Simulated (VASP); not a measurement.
An input for Quantum ESPRESSO's pw.x (written as the equivalent of a VASP run, and not itself run):

```
&CONTROL
  calculation = 'scf'
  pseudo_dir = './pseudo'
  outdir = './out'
  tprnfor = .true.
  tstress = .true.
/
&SYSTEM
  ibrav = 0
  nat = 1
  ntyp = 1
  ecutwfc = 74
  occupations = 'smearing'
  smearing = 'methfessel-paxton'
  degauss = 0.00735
  input_dft = 'vdw-df2-b86r'
/
&ELECTRONS
  conv_thr = 7.3e-09
  electron_maxstep = 100
/
ATOMIC_SPECIES
  K 39.098 K.upf
CELL_PARAMETERS angstrom
    -2.5459009    2.5459009    2.5459009
     2.5459009   -2.5459009    2.5459009
     2.5459009    2.5459009   -2.5459009
ATOMIC_POSITIONS crystal
  K    0.0000000  0.0000000  0.0000000
K_POINTS automatic
  10 10 10 0 0 0
```

Question: Write the VASP files for the same calculation (rev-vdW-DF2).

Answer: Several could match; the one computed here: 
**KPOINTS**
```
Automatic mesh
0
Gamma
10 10 10
0 0 0
```

### POSCAR
```
K
1
   -2.5459008921     2.5459008921     2.5459008921
    2.5459008921    -2.5459008921     2.5459008921
    2.5459008921     2.5459008921    -2.5459008921
K
1
Direct
  0.0000000000   0.0000000000   0.0000000000
```

INCAR:
```
SYSTEM = K
PREC = Accurate; ENCUT = 520; LREAL = .FALSE.
LASPH = .TRUE.
EDIFF = 1E-7; NELM = 100; ALGO = Normal
ISMEAR = 1; SIGMA = 0.1
GGA = MK; LUSE_VDW = .TRUE.; AGGAC = 0.0
PARAM1 = 0.1234568; PARAM2 = 0.7114; ZAB_VDW = -1.8867
ISIF = 2
LWAVE = .FALSE.; LCHARG = .FALSE.
```

POTCAR, in this order: K_sv (PBE.64 set). Program: vasp_std.

The two are equivalent in intent, not identical: the potentials are each code's own (VASP's PAW set, PseudoDojo norm-conserving files in pw.x), so ENCUT and ecutwfc are chosen apart and not converted; conv_thr bounds pw.x's estimated SCF error, while EDIFF bounds the energy change between steps.

The compound is K in the bcc structure. This cell is one point of a volume scan, at 0.94 of the reference volume.
